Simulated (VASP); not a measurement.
Input of a VASP 6.6.1 run:

File INCAR:

```
SYSTEM = Be3ZnTe4
  PREC = Normal
  ENCUT = 520
  EDIFF = 1E-4
  ISMEAR = 0
  SIGMA = 0.15
  LREAL = .FALSE.
  LASPH = .TRUE.
  NELM = 60
  ALGO = Fast
  ISIF = 3
  LWAVE = .FALSE.
  LCHARG = .FALSE.
  GGA = PE
  IBRION = 2
  NSW = 24
  EDIFFG = -0.08
```

Contents of KPOINTS:

```
regular mesh
0
G
  2 2 3
  0 0 0
```

POSCAR

```
Be3ZnTe4
1.0
    6.4945985000      0.0000000000      0.0000000000
    0.0000000000      6.4945985000      0.0000000000
    0.0000000000      0.0000000000      4.5287491800
Be Zn Te
3 1 4
Direct
    0.0000000000      0.5000000000      0.0000000000
    0.5000000000      0.0000000000      0.0000000000
    0.0000000000      0.0000000000      0.0000000000
    0.5000000000      0.5000000000      0.0000000000
    0.7884323200      0.5000000000      0.5000000000
    0.2115676800      0.5000000000      0.5000000000
    0.5000000000      0.7884323200      0.5000000000
    0.5000000000      0.2115676800      0.5000000000
```

Potentials or basis: VASP PAW PBE potentials, release 64 (Be, Zn, Te).

The run is started by

```sh
$ cat potpaw_PBE.64/Be/POTCAR potpaw_PBE.64/Zn/POTCAR potpaw_PBE.64/Te/POTCAR > POTCAR
$ mpirun -np 4 vasp_std > vasp.out
```

Q: Predict the band gap on the k mesh.

A: None (metal or under the smearing width).

Q: What does it give for the relaxed cell?

A: a = 8.791 Å, b = 8.791 Å, c = 3.445 Å, α = 90.00°, β = 90.00°, γ = 90.00°.

Q: What does it give for the relaxed volume?

A: 33.28 Å³/atom.

Stress tensor (GPa, compression positive):
```
0.16 0.00 0.00
0.00 0.16 0.00
0.00 0.00 0.05
```

Caveat: the k mesh is coarse (spacing up to 0.48 Å⁻¹), so the values aren't converged; the volume moved by over 15 % at a fixed basis, so the end points are rough. Spin-orbit coupling is left out, which matters for the levels of Te.
